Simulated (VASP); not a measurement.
# PmSe (F-43m) in VASP: settings compared, part 2 of 2

VASP 6.6.1. The steps go on from the part before.

### 3 Single point, PBE+U, collinear spin, ferromagnetic start

The input, INCAR:

```
ALGO = Normal
EDIFF = 1E-6
ENCUT = 520
GGA = PE
ISIF = 2
ISMEAR = 0
ISPIN = 2
LASPH = T
LCHARG = F
LDAU = T
LDAUJ = 0 0
LDAUL = 3 -1
LDAUPRINT = 1
LDAUTYPE = 2
LDAUU = 4 0
LMAXMIX = 6
LORBIT = 11
LREAL = F
LWAVE = F
MAGMOM = 4 0
NELM = 150
NUPDOWN = 4
PREC = Accurate
SIGMA = 0.05
```

The input, KPOINTS:

```
k-points
0
Gamma
  5 5 5
```

The input, POSCAR:

```
PmSe
1.0
    0.0000000000      3.2231904100      3.2231904100
    3.2231904100      0.0000000000      3.2231904100
    3.2231904100      3.2231904100      0.0000000000
Pm Se
1 1
Direct
    0.0000000000      0.0000000000      0.0000000000
    0.2500000000      0.2500000000      0.2500000000
```

Potentials or basis: VASP PAW PBE potentials, release 64 (Pm, Se).

Run with:

```bash
> cat potpaw_PBE.64/Pm/POTCAR potpaw_PBE.64/Se/POTCAR > POTCAR
> mpirun -np 1 vasp_std > vasp.out
```

OUTCAR:

```text
EDIFF = 1E-6
   ENCUT = 520
   GGA = PE
   ISIF = 2
   ISMEAR = 0
   ISPIN = 2
   LASPH = T
   LORBIT = 11
   LREAL = F
   NELM = 150
   NUPDOWN = 4
   PREC = Accurate

 ion  position               nearest neighbor table
   1  0.000  0.000  0.000-   2 2.79   2 2.79   2 2.79   2 2.79
   2  0.250  0.250  0.250-   1 2.79   1 2.79   1 2.79   1 2.79

  LATTYP: Found a face centered cubic cell.
 ALAT       =     6.4463808200

  Lattice vectors:

 A1 = (   0.0000000000,   3.2231904100,   3.2231904100)
 A2 = (   3.2231904100,   0.0000000000,   3.2231904100)
 A3 = (   3.2231904100,   3.2231904100,   0.0000000000)

Analysis of symmetry for initial positions (statically):
=====================================================================
 Subroutine PRICEL returns:
 Original cell was already a primitive cell.

 Routine SETGRP: Setting up the symmetry group for a
 face centered cubic supercell.

 Subroutine GETGRP returns: Found 24 space group operations
 (whereof 24 operations were pure point group operations)
 out of a pool of 48 trial point group operations.

The static configuration has the point symmetry T_d .

Analysis of symmetry for dynamics (positions and initial velocities):
=====================================================================
 Subroutine PRICEL returns:
 Original cell was already a primitive cell.

 Routine SETGRP: Setting up the symmetry group for a
 face centered cubic supercell.

 Subroutine GETGRP returns: Found 24 space group operations
 (whereof 24 operations were pure point group operations)
 out of a pool of 48 trial point group operations.

The dynamic configuration has the point symmetry T_d .

Analysis of structural, dynamic, and magnetic symmetry:
=====================================================================
 Subroutine PRICEL returns:
 Original cell was already a primitive cell.

 Routine SETGRP: Setting up the symmetry group for a
 face centered cubic supercell.

 Subroutine GETGRP returns: Found 24 space group operations
 (whereof 24 operations were pure point group operations)
 out of a pool of 48 trial point group operations.

The overall configuration has the point symmetry T_d .

 Subroutine INISYM returns: Found 24 space group operations
 (whereof 24 operations are pure point group operations),
 and found     1 'primitive' translations

[... 152 lines left out ...]
  o =  0.0035  v =  0.0000  0.0000  0.0000  0.0000  0.0000  0.0000  0.0000  0.0024 -0.0000  0.0019  0.9999 -0.0086 -0.0000  0.0110      0.0000  0.0000  0.0000  0.0000  0.0000  0.0000  0.0000  0.0000  0.0000  0.0000  0.0000  0.0000  0.0000  0.0000
  o =  0.0035  v =  0.0000  0.0000  0.0000  0.0000  0.0000  0.0000  0.0000 -0.0042 -0.0000 -0.0033  0.0140  0.6123 -0.0000 -0.7905      0.0000  0.0000  0.0000  0.0000  0.0000  0.0000  0.0000  0.0000  0.0000  0.0000  0.0000  0.0000  0.0000  0.0000
  o =  0.0060  v =  0.0000  0.0000  0.0000  0.0000  0.0000  0.0000  0.0000  0.0000  1.0000  0.0000  0.0000  0.0000 -0.0000 -0.0000      0.0000  0.0000  0.0000  0.0000  0.0000  0.0000  0.0000  0.0000  0.0000  0.0000  0.0000  0.0000  0.0000  0.0000
  o =  0.1213  v = -0.0095 -0.0000 -0.0074 -0.0063 -0.6123 -0.0000  0.7905  0.0000  0.0000  0.0000  0.0000  0.0000  0.0000  0.0000      0.0000  0.0000  0.0000  0.0000  0.0000  0.0000  0.0000  0.0000  0.0000  0.0000  0.0000  0.0000  0.0000  0.0000
  o =  0.1213  v =  0.7905  0.0000  0.6123 -0.0010 -0.0074 -0.0000  0.0095  0.0000  0.0000  0.0000  0.0000  0.0000  0.0000  0.0000      0.0000  0.0000  0.0000  0.0000  0.0000  0.0000  0.0000  0.0000  0.0000  0.0000  0.0000  0.0000  0.0000  0.0000
  o =  0.1213  v =  0.0008  0.0000  0.0006  1.0000 -0.0038  0.0000  0.0050  0.0000  0.0000  0.0000  0.0000  0.0000  0.0000  0.0000      0.0000  0.0000  0.0000  0.0000  0.0000  0.0000  0.0000  0.0000  0.0000  0.0000  0.0000  0.0000  0.0000  0.0000
  o =  0.9702  v = -0.0000  1.0000  0.0000 -0.0000  0.0000  0.0000  0.0000  0.0000  0.0000  0.0000  0.0000  0.0000  0.0000  0.0000      0.0000  0.0000  0.0000  0.0000  0.0000  0.0000  0.0000  0.0000  0.0000  0.0000  0.0000  0.0000  0.0000  0.0000
  o =  0.9792  v = -0.0002  0.0000  0.0002  0.0000 -0.7903  0.0258 -0.6122  0.0000  0.0000  0.0000  0.0000  0.0000  0.0000  0.0000      0.0000  0.0000  0.0000  0.0000  0.0000  0.0000  0.0000  0.0000  0.0000  0.0000  0.0000  0.0000  0.0000  0.0000
  o =  0.9792  v =  0.6124  0.0000 -0.7906  0.0000 -0.0002  0.0002 -0.0001  0.0000  0.0000  0.0000  0.0000  0.0000  0.0000  0.0000      0.0000  0.0000  0.0000  0.0000  0.0000  0.0000  0.0000  0.0000  0.0000  0.0000  0.0000  0.0000  0.0000  0.0000
  o =  0.9792  v =  0.0001  0.0000 -0.0002 -0.0000 -0.0204 -0.9997 -0.0158  0.0000  0.0000  0.0000  0.0000  0.0000  0.0000  0.0000      0.0000  0.0000  0.0000  0.0000  0.0000  0.0000  0.0000  0.0000  0.0000  0.0000  0.0000  0.0000  0.0000  0.0000

 number of electron      20.9999999 magnetization       3.9999998

 Free energy of the ion-electron system (eV)
  ---------------------------------------------------
  ext. energy  EPLUGINS =         0.00000000
  ---------------------------------------------------
  free energy    TOTEN  =       -12.63308270 eV

  energy without entropy =      -12.61989969  energy(sigma->0) =      -12.62649120

 E-fermi :   5.2252     XC(G=0):  -8.7759

 val. band max:        5.1943794592   @ k =   0.4000   0.2000   0.0000
 cond. band min:       4.7287813257   @ k =   0.4000   0.2000   0.0000
 fundamental gap:     -0.4655981335
 Fermi energy:         4.7220306225

 spin component 1

 k-point     1 :       0.0000    0.0000    0.0000
  band No.  band energies     occupation
      1     -34.9990      1.00000
      2     -15.3180      1.00000
      3     -15.3179      1.00000
      4     -15.3179      1.00000
      5      -9.1526      1.00000
      6       0.6046      1.00000
[... 166 lines left out ...]
      2     -15.5824      1.00000
      3     -15.4121      1.00000
      4     -15.3768      1.00000
      5      -8.5247      1.00000
      6       0.1776      1.00000
[... 8 lines left out ...]
     15       4.8292      0.00122
     16       4.9272      0.00000
 Fermi energy:         5.2252067122

 spin component 2

 k-point     1 :       0.0000    0.0000    0.0000
  band No.  band energies     occupation
      1     -33.0591      1.00000
      2     -13.9957      1.00000
      3     -13.9957      1.00000
      4     -13.9957      1.00000
      5      -9.1534      1.00000
      6       0.6810      1.00000
[... 167 lines left out ...]
      3     -14.1174      1.00000
      4     -14.0713      1.00000
      5      -8.4225      1.00000
      6       0.3996      1.00000
[... 8 lines left out ...]
     15       8.1522      0.00000
     16       8.3881      0.00000

------------------------ aborting loop because EDIFF is reached ----------------------------------------

  FORCE on cell =-STRESS in cart. coord.  units (eV):
  Direction    XX          YY          ZZ          XY          YZ          ZX
  --------------------------------------------------------------------------------------
  -------------------------------------------------------------------------------------
  Total        2.4073412      2.4073412      2.4073412      0.0000000      0.0000000      0.0000000
  in kB       57.5917599     57.5917599     57.5917599      0.0000000      0.0000000      0.0000000
  external PRESSURE =      57.5917599 kB  Pullay stress =       0.0000000 kB

 VOLUME and BASIS-vectors are now :
 -----------------------------------------------------------------------------
  energy-cutoff  :      520.00
  volume of cell :       66.97
      direct lattice vectors                 reciprocal lattice vectors
     0.000000000  3.223190410  3.223190410    -0.155125803  0.155125803  0.155125803
     3.223190410  0.000000000  3.223190410     0.155125803 -0.155125803  0.155125803
     3.223190410  3.223190410  0.000000000     0.155125803  0.155125803 -0.155125803

 POSITION                                       TOTAL-FORCE (eV/Angst)
 -----------------------------------------------------------------------------------
      0.00000      0.00000      0.00000        -0.000000     -0.000000     -0.000000
      1.61160      1.61160      1.61160         0.000000      0.000000      0.000000
 -----------------------------------------------------------------------------------
    total drift:                                0.000000      0.000000      0.000000

  FREE ENERGIE OF THE ION-ELECTRON SYSTEM (eV)
  ---------------------------------------------------
  free  energy   TOTEN  =       -12.6330826978 eV

  energy  without entropy=      -12.6198996945  energy(sigma->0) =      -12.62649120

 total charge

# of ion       s       p       d       f       tot
--------------------------------------------------
    1        2.009   5.564   0.505   4.292  12.371
    2        1.441   2.513   0.026   0.000   3.980
--------------------------------------------------
tot          3.451   8.077   0.531   4.292  16.351

 magnetization (x)

# of ion       s       p       d       f       tot
--------------------------------------------------
    1       -0.015  -0.001  -0.038   4.243   4.189
    2       -0.004  -0.025  -0.006   0.000  -0.035
--------------------------------------------------
tot         -0.019  -0.026  -0.044   4.243   4.154
```

Run time: 44 s. Hardware: 1 thread of Intel Xeon 6975P-C (Granite Rapids), shared host; peak memory 0.25 GiB.

What came out:

```yaml
Free_energy: -12.6331 eV
Pressure: 5.8 GPa
Net_moment: 4.00 μB per cell
Site_moments: Pm +4.19; Se -0.04 μB
Valence_electrons_inside_the_program's_atomic_spheres: Pm 12.37; Se 3.98
```

Eigenvalues of the final occupation matrices:
```tsv
site	spin	trace	eigenvalues
site 1 f	1	4.27	0.12 0.12 0.12 0.97 0.98 0.98 0.98
site 1 f	2	0.03	0.00 0.00 0.00 0.00 0.00 0.00 0.01
```

Caveat: the magnetic or orbital state may not be the lowest; spin-orbit coupling is left out, which moves the levels of the heavy elements; the total moment is fixed, so each spin has its own Fermi level. The state reached can hang on the start; a lower one may exist.

### 4 Single point, LDA+U, collinear spin, ferromagnetic start

The input, INCAR:

```
  PREC = Accurate
  ENCUT = 520
  EDIFF = 1E-6
  ISMEAR = 0
  SIGMA = 0.05
  LREAL = F
  LASPH = T
  NELM = 100
  ALGO = Fast
  ISIF = 2
  LWAVE = F
  LCHARG = F
  ISPIN = 2
  MAGMOM = 4 0
  LORBIT = 11
  LMAXMIX = 6
  LDAU = T
  LDAUTYPE = 2
  LDAUL = 3 -1
  LDAUU = 6 0
  LDAUJ = 0 0
  LDAUPRINT = 1
  GGA = CA
  NBANDS = 22
```

The input, KPOINTS:

```
regular mesh
0
Gamma
  5 5 5
```

POSCAR is that of step 3.

Run with:

```bash
> cat potpaw_PBE.64/Pm/POTCAR potpaw_PBE.64/Se/POTCAR > POTCAR
> mpirun -np 1 vasp_std > vasp.out
```

It took 2.8 min on 1 thread of Intel Xeon Platinum 8375C at 2.90GHz (Ice Lake), shared host; peak memory 0.22 GiB.

It converged, with:

```yaml
Free_energy: -13.0995 eV
Pressure: 1.7 GPa
Band_gap_on_the_k_mesh: none (metal or under the smearing width)
Net_moment: 4.67 μB per cell
Site_moments: Pm +4.34; Se -0.03 μB
Valence_electrons_inside_the_program's_atomic_spheres: Pm 12.34; Se 3.96
```

Levels at points of the mesh, in eV from the Fermi level:
Spin up:
```
           k point  band 10  band 11  band 12  band 13  band 14  band 15  band 16  band 17
(0.00, 0.00, 0.00)    -4.41    -4.41    -4.41    -0.47     0.11     0.11     0.11     1.08
```
Spin down:
```
           k point  band 6  band 7  band 8  band 9  band 10  band 11
(0.00, 0.00, 0.00)   -4.22   -4.22   -4.22   -0.34     1.56     1.56
```

Eigenvalues of the final occupation matrices:
```
    site  spin  trace                         eigenvalues
site 1 f     1   4.23  0.10 0.10 0.10 0.98 0.98 0.98 0.98
site 1 f     2   0.02  0.00 0.00 0.00 0.00 0.00 0.00 0.00
```

Caveat: the magnetic or orbital state may not be the lowest; the PAW data sets were made with another functional, which shifts forces and pressure a little; spin-orbit coupling is left out, which moves the levels of the heavy elements.

### 5 Overview

```tsv
level	spin	U	fixed moment (μB)	further INCAR settings	gap on the mesh (eV)	pressure (GPa)	moment (μB)
PBE+U	collinear, random start	Pm f U = 4 eV	-	ALGO = Normal; EDIFF = 1e-06	none	6.1	4.99
PBE+U	collinear, ferromagnetic start	Pm f U = 4 eV	4	ALGO = Normal; EDIFF = 1e-06	-	5.8	4.00
LDA+U	collinear, ferromagnetic start	Pm f U = 6 eV	-	ALGO = Fast; EDIFF = 1e-06; NBANDS = 22	none	1.7	4.67
```

Alike in all rows: task single point; potentials or basis VASP PAW PBE potentials, release 64 (Pm, Se); cell as given; k mesh 5 × 5 × 5; cutoff (eV) 520; smearing gaussian 0.05 eV.

The pressure there spans 1.7 GPa (LDA+U) to 6.1 GPa (PBE+U); a positive pressure means that this level wants a larger cell, a negative one a smaller.

Caveats: the magnetic or orbital state may not be the lowest; spin-orbit coupling is left out, which moves the levels of the heavy elements; the total moment is fixed, so each spin has its own Fermi level (some runs); the PAW data sets were made with another functional, which shifts forces and pressure a little (some runs).

Total energies depend on the potentials used, so only differences within one code and one set of settings carry meaning.
